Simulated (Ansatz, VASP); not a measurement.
# ScHg in two plane-wave programs

One calculation is typed for both programs; each brings its own data sets. How far apart do they land? The cell is taken from a series of runs on this material, whose earlier steps may have relaxed, scaled, displaced or heated it; both programs get it as it stands.

Calculated with Ansatz 0.2.0; plane waves, with VASP 6.6.1 beside it; relaxation of cell and atoms at PBEsol and zone-centre phonons at PBEsol.

### Step 1. Set-up

The structure is cubic, space group Pm-3m (No. 221). The conventional cell has a = 3.480 Å, b = 3.480 Å, c = 3.480 Å, α = 90.00°, β = 90.00°, γ = 90.00°. Nearest to Sc lie 8 Hg at 3.01 Å. Nearest to Hg lie 8 Sc at 3.01 Å. Farther neighbours are not listed.

Structure file:

```cif
data_structure
_symmetry_space_group_name_H-M 'P 1'
_symmetry_Int_Tables_number 1
_cell_length_a 3.4800
_cell_length_b 3.4800
_cell_length_c 3.4800
_cell_angle_alpha 90.000
_cell_angle_beta 90.000
_cell_angle_gamma 90.000
_cell_volume 42.14
loop_
_atom_site_label
_atom_site_type_symbol
_atom_site_fract_x
_atom_site_fract_y
_atom_site_fract_z
_atom_site_occupancy
Sc1 Sc 0.50000 0.50000 0.50000 1
Hg2 Hg 0.00000 0.00000 0.00000 1
```

### Step 2. VASP: relaxation of cell and atoms, PBEsol

The relaxed volume is the usual yardstick between codes: in a stiff, nearly cubic crystal its relative difference is about their pressure difference at one cell divided by the bulk modulus.

Lines of VASP's logs that name or quote its potential files are left out, and so is its time.

The input, INCAR:

```
SYSTEM = ScHg
PREC = Accurate
ENCUT = 500
EDIFF = 1E-07
NELM = 120
ISMEAR = 0
SIGMA = 0.1
LREAL = .FALSE.
ALGO = Normal
GGA = PS
NBANDS = 17
LASPH = .TRUE.
LORBIT = 11
LWAVE = .FALSE.
LCHARG = .FALSE.
ISIF = 3
IBRION = 2
NSW = 80
EDIFFG = -0.005
GGA_COMPAT = .FALSE.
NELMIN = 4
KPAR = 2
```

The input, POSCAR:

```
ScHg
1.0
    3.4800000000      0.0000000000      0.0000000000
    0.0000000000      3.4800000000      0.0000000000
    0.0000000000      0.0000000000      3.4800000000
Sc Hg
1 1
Direct
    0.5000000000      0.5000000000      0.5000000000
    0.0000000000      0.0000000000      0.0000000000
```

The input, KPOINTS:

```
Automatic mesh
0
Gamma
8 8 8
0 0 0
```

The projector-augmented-wave data sets are Sc_sv and Hg (PBE family, release 64).

Command:

```console
$ mpirun -np 2 vasp_std
```

Numbers of over 12 decimals in the logs are rounded to 6 here.

The program printed:

```text
[banner, memory and clock lines left out]
running    2 mpi-ranks, on    1 nodes
 distrk:  each k-point on    1 cores,    2 groups
 distr:  one band on    1 cores,    1 groups

 POSCAR found type information on POSCAR ScHg
 POSCAR found :  2 types and       2 ions
|                                                                             |
|               ----> ADVICE to this user running VASP <----                  |
|                                                                             |
|     You enforced a specific xc type in the INCAR file but a different       |
|     [... a line on the potential file left out ...]
|     I HOPE YOU KNOW WHAT YOU ARE DOING!                                     |
|                                                                             |

 LDA part: xc-table for (Slater+PW92), standard interpolation
 POSCAR, INCAR and KPOINTS ok, starting setup
 FFT: planning ... GRIDC
 FFT: planning ... GRID_SOFT
 FFT: planning ... GRID
 WAVECAR not read
 entering main loop
       N       E                     dE             d eps       ncg     rms          rms(c)
DAV:   1     0.249576133492E+03    0.24958E+03   -0.11784E+04  1214   0.138E+03
DAV:   2     0.271344552130E+01   -0.24686E+03   -0.24269E+03  1254   0.430E+02
DAV:   3    -0.920545259885E+01   -0.11919E+02   -0.11716E+02  1653   0.108E+02
DAV:   4    -0.937791953597E+01   -0.17247E+00   -0.17224E+00  1564   0.138E+01
DAV:   5    -0.938076811184E+01   -0.28486E-02   -0.28478E-02  1701   0.157E+00    0.736E+00
DAV:   6    -0.836625756541E+01    0.10145E+01   -0.24651E+00  1583   0.177E+01    0.296E+00
DAV:   7    -0.826748868490E+01    0.98769E-01   -0.39442E-01  1608   0.619E+00    0.178E+00
DAV:   8    -0.825969432495E+01    0.77944E-02   -0.25932E-02  1545   0.201E+00    0.367E-01
DAV:   9    -0.825877133442E+01    0.92299E-03   -0.97668E-03  1616   0.989E-01    0.103E-01
DAV:  10    -0.825858759117E+01    0.18374E-03   -0.18189E-03  1595   0.471E-01    0.374E-02
DAV:  11    -0.825858793827E+01   -0.34710E-06   -0.12329E-04  1588   0.137E-01    0.151E-02
DAV:  12    -0.825858691836E+01    0.10199E-05   -0.49156E-06  1700   0.259E-02    0.419E-03
DAV:  13    -0.825858683433E+01    0.84035E-07   -0.24141E-07   929   0.565E-03
   1 F= -.82585868E+01 E0= -.82529540E+01  d E =-.825859E+01
 curvature:   0.00 expect dE= 0.000E+00 dE for cont linesearch  0.000E+00
 trial: gam= 0.00000 g(F)=  0.000E+00 g(S)=  0.254E-02 ort = 0.000E+00 (trialstep = 0.100E+01)
 search vector abs. value=  0.254E-02
 bond charge predicted
       N       E                     dE             d eps       ncg     rms          rms(c)
DAV:   1    -0.830575225057E+01   -0.47165E-01   -0.11050E+00  1231   0.132E+01    0.153E+00
DAV:   2    -0.826259396313E+01    0.43158E-01   -0.11783E-01  1416   0.445E+00    0.453E-01
DAV:   3    -0.825927433375E+01    0.33196E-02   -0.14779E-02  1565   0.127E+00    0.342E-01
DAV:   4    -0.825905266147E+01    0.22167E-03   -0.88469E-04  1474   0.342E-01    0.519E-02
DAV:   5    -0.825901847898E+01    0.34182E-04   -0.13911E-04  1529   0.135E-01    0.999E-03
DAV:   6    -0.825902120494E+01   -0.27260E-05   -0.74764E-06  1355   0.293E-02    0.497E-03
DAV:   7    -0.825902156032E+01   -0.35537E-06   -0.55424E-07  1484   0.852E-03    0.574E-04
DAV:   8    -0.825902153479E+01    0.25525E-07   -0.21405E-08   599   0.152E-03
   2 F= -.82590215E+01 E0= -.82533560E+01  d E =-.434700E-03
 trial-energy change:   -0.000435  1 .order   -0.000422   -0.002542    0.001697
 step:   0.6038(harm=  0.5996)  dis= 0.00000  next Energy=    -8.259357 (dE=-0.770E-03)
 bond charge predicted
       N       E                     dE             d eps       ncg     rms          rms(c)
DAV:   1    -0.826668912519E+01   -0.76676E-02   -0.17445E-01  1248   0.526E+00    0.628E-01
DAV:   2    -0.825993617054E+01    0.67530E-02   -0.18716E-02  1437   0.177E+00    0.187E-01
DAV:   3    -0.825941364202E+01    0.52253E-03   -0.21031E-03  1563   0.477E-01    0.149E-01
DAV:   4    -0.825936589700E+01    0.47745E-04   -0.13923E-04  1244   0.134E-01    0.148E-02
DAV:   5    -0.825936030985E+01    0.55872E-05   -0.28494E-05  1300   0.581E-02    0.424E-03
DAV:   6    -0.825936018246E+01    0.12739E-06   -0.17318E-06  1317   0.167E-02    0.281E-03
DAV:   7    -0.825936001250E+01    0.16996E-06   -0.22261E-07  1026   0.514E-03    0.100E-03
DAV:   8    -0.825936003778E+01   -0.25276E-07   -0.15968E-08   598   0.163E-03
   3 F= -.82593600E+01 E0= -.82537078E+01  d E =-.773203E-03
 curvature:  -0.30 expect dE=-0.613E-08 dE for cont linesearch -0.613E-08
 trial: gam= 0.00000 g(F)=  0.435E-64 g(S)=  0.204E-07 ort =-0.721E-05 (trialstep = 0.921E+00)
 search vector abs. value=  0.205E-07
 reached required accuracy - stopping structural energy minimisation
```

OUTCAR, selected parts (step 2):

```text
ion  position               nearest neighbor table
   1  0.500  0.500  0.500-   2 3.01   2 3.01   2 3.01   2 3.01   2 3.01   2 3.01   2 3.01   2 3.01

  LATTYP: Found a simple cubic cell.
 ALAT       =     3.4800000000

 Subroutine GETGRP returns: Found 48 space group operations
 (whereof 48 operations were pure point group operations)

The static configuration has the point symmetry O_h .

 Found     35 irreducible k-points:

   k-points           NKPTS =     35   k-points in BZ     NKDIM =     35   number of bands    NBANDS=     17

   dimension x,y,z NGX =    28 NGY =   28 NGZ =   28
   dimension x,y,z NGXF=    56 NGYF=   56 NGZF=   56

   ENCUT  =  500.0 eV  36.75 Ry    6.06 a.u.   6.34  6.34  6.34*2*pi/ulx,y,z

   NELECT =      23.0000    total number of electrons

 k-points in reciprocal lattice and weights: Automatic mesh
   0.00000000  0.00000000  0.00000000       0.002
   0.12500000  0.00000000  0.00000000       0.012
   0.25000000  0.00000000  0.00000000       0.012
   0.37500000  0.00000000  0.00000000       0.012
   0.50000000  0.00000000  0.00000000       0.006
   0.12500000  0.12500000  0.00000000       0.023
   0.25000000  0.12500000  0.00000000       0.047
   0.37500000  0.12500000  0.00000000       0.047
   0.50000000  0.12500000  0.00000000       0.023
[...]
0.50000000  0.50000000  0.37500000       0.012
   0.50000000  0.50000000  0.50000000       0.002

 average (electrostatic) potential at core
       1 -46.8947       2 -39.2936

 E-fermi :   4.5035

 k-point     1 :       0.0000    0.0000    0.0000
  band No.  band energies     occupation
    ...
      6      -3.5343      2.00000
      7      -3.5343      2.00000
      8      -2.6715      2.00000
      9      -2.6715      2.00000
     10      -2.6715      2.00000
     11       4.8158      0.00001
     12       4.8158      0.00001
     13       6.9908      0.00000
     14       6.9908      0.00000
     15       6.9908      0.00000
    ...

 k-point     2 :       0.1250    0.0000    0.0000
  band No.  band energies     occupation
    ...
      6      -3.5059      2.00000
      7      -3.4261      2.00000
      8      -2.7051      2.00000
      9      -2.7051      2.00000
     10      -2.6591      2.00000
     11       4.7080      0.00382
     12       4.7662      0.00020
     13       6.5688      0.00000
     14       6.5688      0.00000
     15       6.9591      0.00000
    ...

 k-point     3 :       0.2500    0.0000    0.0000
  band No.  band energies     occupation
    ...
      7      -2.9085      2.00000
      8      -2.7847      2.00000
      9      -2.7847      2.00000
     10      -2.6291      2.00000
     11       3.8346      2.00000
     12       4.6438      0.04716
     13       5.9137      0.00000
     14       5.9137      0.00000
     15       6.8825      0.00000
     16       7.4043      0.00000
    ...

  Total        0.0005314      0.0005314      0.0005314     -0.0000000      0.0000000     -0.0000000
  in kB        0.0203699      0.0203699      0.0203699     -0.0000000      0.0000000     -0.0000000
  external PRESSURE =       0.0203699 kB  Pullay stress =       0.0000000 kB

  energy-cutoff  :      500.00
  volume of cell :       41.80
      direct lattice vectors                 reciprocal lattice vectors
     3.470500369 -0.000000000 -0.000000000     0.288142888  0.000000000 -0.000000000
    -0.000000000  3.470500369 -0.000000000     0.000000000  0.288142888 -0.000000000
     0.000000000  0.000000000  3.470500369     0.000000000  0.000000000  0.288142888

 POSITION                                       TOTAL-FORCE (eV/Angst)
 -----------------------------------------------------------------------------------
      1.73525      1.73525      1.73525        -0.000000      0.000000      0.000000
      0.00000      0.00000      0.00000         0.000000      0.000000      0.000000
 -----------------------------------------------------------------------------------
    total drift:                                0.000000      0.000000      0.000000

  FREE ENERGIE OF THE ION-ELECTRON SYSTEM (eV)
  ---------------------------------------------------
  free  energy   TOTEN  =        -8.2593600378 eV

  energy  without entropy=       -8.2480555525  energy(sigma->0) =       -8.25370780

 reached required accuracy - stopping structural energy minimisation

 total charge
# of ion       s       p       d       tot
------------------------------------------
    1        2.208   6.133   0.990   9.331
    2        0.877   0.553   9.207  10.637
--------------------------------------------------
tot          3.086   6.686  10.197  19.969

[... 3 further parts left out ...]
```

CONTCAR:

```
ScHg
   1.00000000000000
     3.4705003689651988   -0.0000000000000000   -0.0000000000000000
    -0.0000000000000000    3.4705003689651988   -0.0000000000000000
     0.0000000000000000    0.0000000000000000    3.4705003689651988
  Sc              Hg
     1     1
Direct
     0.5000000000000000    0.5000000000000000    0.5000000000000000
     0.0000000000000000    0.0000000000000000    0.0000000000000000
```

### Step 3. Ansatz: relaxation of cell and atoms, PBEsol

Ansatz runs on its default PAW (the set named soft_2) files.

The same cell, functional, mesh and smearing now go to Ansatz, which takes its cutoff from its data sets.

The input, input.yaml:

```yaml
crystal:
  lattice:
    - [3.48, 0.0, 0.0]
    - [0.0, 3.48, 0.0]
    - [0.0, 0.0, 3.48]
  atoms:
    - { symbol: Sc, position: [0.5, 0.5, 0.5] }
    - { symbol: Hg, position: [0.0, 0.0, 0.0] }
kpoints:
  mp_grid: { grid: [8, 8, 8] }
hamiltonian:
  xc: pbesol
scf:
  occupations: { method: gaussian, width: 0.1 }
output:
  forces: true
  stress: true
  eigenvalues: true
  write_density: true
  write_potential: true
  elf: true
  volumetric_format: npy
relax:
  adjacent_minimum: "off"
  f_tol: 0.005
  max_steps: 80
  cell: { stress_tol: 0.05 }
```

Command:

```console
$ ansatz run input.yaml --threads 4 --pin off --max-ram 8192MiB --backend cpu --events-out ev --progress --plain --runs-dir out
```

The program printed:

```text
Engine: ansatz 0.2.0, aarch64-unknown-linux-gnu
Pseudopotentials: kind: paw
Pseudopotential: Sc, paw, valence charge 11, recommended cutoff 420 eV (normal), Sc.paw.azcp
Pseudopotential: Hg, paw, valence charge 20, recommended cutoff 420 eV (normal), Hg.paw.azcp
Functional definition: PBEsol
  exchange = pbesol_x
  correlation = pbesol_c
Crystal: 2 atoms, lattice volume = 42.144 Å³
Basis set: ecut = 420 eV, 799 PW (Γ), exchange–correlation on 48×48×48 points (8 copies of the dense FFT grid, shifted against one another)
Bands: 20, of which v1, the nominal top of the filled ones, is band 16 counted from 1 (15 counted from 0)
Symmetry: 48 space group operations
Space group: Pm-3m (ITA 221), of the structure as read, at distance tolerance 3.5e-5 Å
k-points: 35 of 512
Non-local potential: Sc, projectors of the file, l = 0: 3, l = 1: 2, l = 2: 3, l = 3: 1
Non-local potential: Hg, projectors of the file, l = 0: 3, l = 1: 2, l = 2: 2, l = 3: 1
PAW form: soft (Blöchl's): semilocal exchange-correlation on the pseudo side does not see the compensation charge
PAW frozen core: Sc, regenerated for the run's functional, and the local potential with it (the file was generated under x = pbe(κ = 0.804, μ = 0.219515), c = pbe(β = 0.066725))
PAW frozen core: Hg, regenerated for the run's functional, and the local potential with it (the file was generated under x = pbe(κ = 0.804, μ = 0.219515), c = pbe(β = 0.066725))
PAW one-centre angular grid: Sc, 590 points (default); XC on 64 Gauss nodes
PAW one-centre angular grid: Hg, 590 points (default); XC on 64 Gauss nodes
Initial density: superposition of atomic densities (neutral atoms: chi_scale 0, normalization atom), corrected by the library's trained network
Initial wavefunctions: pseudopotential atomic-orbital guess
Functional: x = pbesol(κ = 0.804, μ = 0.123457), c = pbesol(β = 0.046)
SCF iter   1: F=—  HF=-15780.472343 eV  |F-HF|=—  |Δ(HF+E_count)|=         —  Δρ=4.78e-3  dr2=1.02e-2  ethr=1.77e-3  ⟨swp⟩=4.0  Hψ=2639  notcnv=0
preconditioner: auto → Kerker (q_TF=auto, 2.592 Å⁻¹)  [metal: Δε(μ)=0.029 eV  Ē_g=7.822 eV  σ=0.100 eV  W_gap=0.16  n_scr=18 (ndim 8)  ℏωp=22.2 eV  f_vac=0.000  D(μ)=2.17/eV (n_scr^D=18)]
SCF iter   2: F=—  HF=-15780.470435 eV  |F-HF|=—  |Δ(HF+E_count)|=   1.91e-3  Δρ=2.08e-3  dr2=1.80e-3  ethr=3.28e-5  ⟨swp⟩=2.2  Hψ=1231  notcnv=0
SCF iter   3: F=—  HF=-15780.470004 eV  |F-HF|=—  |Δ(HF+E_count)|=   4.31e-4  Δρ=6.33e-4  dr2=1.23e-4  ethr=5.79e-6  ⟨swp⟩=2.8  Hψ=1119  notcnv=0
SCF iter   4: F=—  HF=-15780.470009 eV  |F-HF|=—  |Δ(HF+E_count)|=   5.02e-6  Δρ=1.17e-4  dr2=5.98e-6  ethr=3.96e-7  ⟨swp⟩=1.8  Hψ=790  notcnv=0
SCF iter   5: F=—  HF=-15780.469934 eV  |F-HF|=—  |Δ(HF+E_count)|=   7.53e-5  Δρ=2.17e-5  dr2=1.60e-7  ethr=1.93e-8  ⟨swp⟩=1.8  Hψ=781  notcnv=0
SCF iter   6: F=-15780.469934 eV  HF=-15780.469934 eV  |F-HF|=4.67e-9  |Δ(HF+E_count)|=   1.54e-8  Δρ=4.63e-6  dr2=8.19e-9  ethr=3.23e-10  ⟨swp⟩=7.5  Hψ=3909  notcnv=0
SCF 1 converged in 6 iterations: F = -15780.469934 eV  dr2 = 8.19e-9
  greatest PAW one-centre occupation: 1.000 electrons in one spin orbital (limit 2), on the Hg atom at site 1 (counted from 0), in its partial waves of l = 0
relax step   1: F+E_penalty+E_count = -15780.46993375 eV  Δ(F+E_penalty+E_count) = +0.000e0 eV  max|allowed force component| = 1.762e-29 eV/Å  Δτ_max = 0.0000 Å  P = -0.880 GPa  Ω = 42.144 Å³  (6 SCF iters, dr2 threshold 1.00e-7 eV, accepted)
[...]
relax step   2: F+E_penalty+E_count = -15780.47030275 eV  Δ(F+E_penalty+E_count) = -3.690e-4 eV  max|allowed force component| = 3.155e-30 eV/Å  Δτ_max = 0.0000 Å  P = +0.829 GPa  Ω = 41.334 Å³  energy of the carried Pulay correction = +1.623e-4 eV  (5 SCF iters, dr2 threshold 2.00e-7 eV, accepted)
[...]
relax step   3: F+E_penalty+E_count = -15780.47120433 eV  Δ(F+E_penalty+E_count) = -9.016e-4 eV  max|allowed force component| = 1.841e-30 eV/Å  Δτ_max = 0.0000 Å  P = -0.015 GPa  Ω = 41.723 Å³  energy of the carried Pulay correction = +8.397e-5 eV  (5 SCF iters, dr2 threshold 2.00e-7 eV, accepted)
[...]
relax step   4: F+E_penalty+E_count = -15780.47112233 eV  Δ(F+E_penalty+E_count) = +8.200e-5 eV  max|allowed force component| = 1.972e-30 eV/Å  Δτ_max = 0.0000 Å  P = -0.014 GPa  Ω = 41.723 Å³  stress off target by 1.43e-2 GPa  SCF on the basis re-selected at this cell (its energy is not comparable with the rows above)  (5 SCF iters)
basis re-selected at this cell: Δ(F+E_penalty+E_count) = +8.200e-5 eV, ΔP = +0.000 GPa vs the last step (what re-selecting the basis moved, of the pressure what is left beyond the Pulay correction that the steps carried, after the strain that the cell walked since its last selection, with what the two solves' SCF thresholds leave and, on support functions, any second-order correction that the steps lacked; it is no m [...]
SCF converged after 5 iterations
Free energy (F): -15780.471122 eV
Harris-Foulkes:  -15780.471122 eV  (|F-HF|=1.82e-12)
Internal energy: -15780.459600 eV  (E = F + TS)
E sigma→0 (E₀):  -15780.465361 eV
Entropy (-TS):   -0.011523 eV (-5.761 meV/atom)
Fermi energy:    14.646603 eV
--- Per-component energies (eV) ---
  E_band       = -521.380467
  E_kinetic    = 865.636347
  E_local      = -3299.860421  (includes V_loc(G=0)·N_el)
  E_nonlocal   = 156.187905
  E_hartree    = 1353.031103
  E_xc         = -324.461328
  E_vxc        = -393.161037  (∫ρ·V_xc dr)
  E_paw        = -10730.391562  (= ΣΔE_a)
  E_vpaw       = -556.246428  (= ΣTr[D̂ρ^β])
  E_aug_tail   = 0.000903  (compensation charges beyond the density's cutoff)
  E_ewald      = -3801.060223
  E_core_change = 0.457676  (= ΣΔE_core)
  E_smearing   = -0.011523  (= −TS)
  E_closure    = -0.000000  (closes the sum)
  Σ components = -15780.471122   (vs F -15780.471122, Δ=0.00e0)
--- Forces (eV/Å), atoms counted from 1 ---
  atom   1  Sc     0.00000000     0.00000000     0.00000000
  atom   2  Hg     0.00000000     0.00000000    -0.00000000
  max |Σ_I F_I| component: 4.73e-30 eV/Å
--- Stress (GPa, compression-positive) ---
       -0.014347      -0.000000      -0.000000
       -0.000000      -0.014347      -0.000000
       -0.000000      -0.000000      -0.014347
  P = ⅓ Tr σ = -0.0143 GPa (-0.143 kbar)
--- Band table (eV; the first three rows and the last of 35) ---
  k-point 0: bands = [... 12 lower, 7.4747, 7.4747, 14.9696, 14.9696, 17.1506, 17.1506, 17.1506, 19.5829]
  k-point 1: bands = [... 12 lower, 7.4407, 7.4869, 14.8611, 14.9159, 16.7186, 16.7186, 17.1157, 18.5324]
  k-point 2: bands = [... 12 lower, 7.3603, 7.5168, 13.9850, 14.7837, 16.0554, 16.0554, 17.0316, 17.5501]
  k-point 34: bands = [... 12 lower, 8.0045, 12.8265, 12.8265, 12.8265, 13.8047, 17.6989, 17.6989, 20.1439]
--- Relaxed structure (3 steps of the walk, 3 accepted, 1 SCFs on fresh bases) ---
  F+E_penalty+E_count = -15780.47112233 eV   max|allowed force component| = 1.972e-30 eV/Å   (the final SCF, on the basis selected at the relaxed cell)
  cell:  # Å, volume = 41.7230 Å³
    - [3.468369, 0, 0]
    - [0, 3.468369, 0]
    - [0, 0, 3.468369]
  atoms:
    - { symbol: Sc, position: [0.5, 0.5, 0.5] }
    - { symbol: Hg, position: [0, 0, 0] }
```

The column dr2 measures how far the density is from self-consistency, as an energy; F and HF (Harris–Foulkes) agree once it is small.

### Step 4. Side by side

Known differences besides the potentials themselves: the data sets hold 31 valence electrons in Ansatz (on its default PAW (the set named soft_2) files) and 23 in VASP; the cutoff is 420 eV in Ansatz and 500 eV in VASP; Ansatz makes its cores anew for this functional, VASP keeps those of its PBE data sets; Ansatz adds a Pulay correction to the stress that steers its cell, VASP none. Total energies have different zeros and are not compared.

The two programs side by side:

| quantity | Ansatz | VASP | difference |
| --- | --- | --- | --- |
| volume (Å³) | 41.72 | 41.80 | -0.18 % |
| edge a after relaxation, in the typed setting (Å) | 3.468 | 3.470 | -0.06 % |

(Continued in part 2 of 2.)

[Lines on the potential files, build, host, timing and source positions are cut from VASP's logs without a mark.]

[Logs are printed without paths, hosts, clocks, repeated set-up lines and the standing remarks that a program may print on its own settings, such as how far it seeks lower states.]

[Hosts, paths, dates, database ids (printed as entryN), source tags and the programs' standing remarks are cut or masked in the printed files.]
